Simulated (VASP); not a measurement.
Energy against volume of Mg (hcp). Method: rev-vdW-DF2, VASP's PBE PAW potentials (set 64) (plane waves; VASP 6.6.1). Numerical set-up: 520 eV cut-off, 13×13×7 Γ-centred mesh, first-order Methfessel-Paxton smearing of 0.10 eV, potentials Mg.

Shape and ions are relaxed at each volume.

```
V (Å³/atom)  E (eV/atom)
-----------  -----------
21.248          -0.23594
21.926          -0.24378
22.604          -0.24624
23.282          -0.24415
```

Question: Fit these four points and predict the energy of the run at 23.960 Å³/atom.

Answer: A cubic in V^(−2/3), the third-order Birch-Murnaghan form, passes through the four points with V0 = 22.61 Å³/atom and B0 = 36 GPa, and gives -0.2382 eV/atom there. The run gave -0.2382 eV/atom, -0.0 meV/atom from the fit; all five points give B0 = 36 GPa.

The compound is Mg in the hcp structure. It was relaxed first.
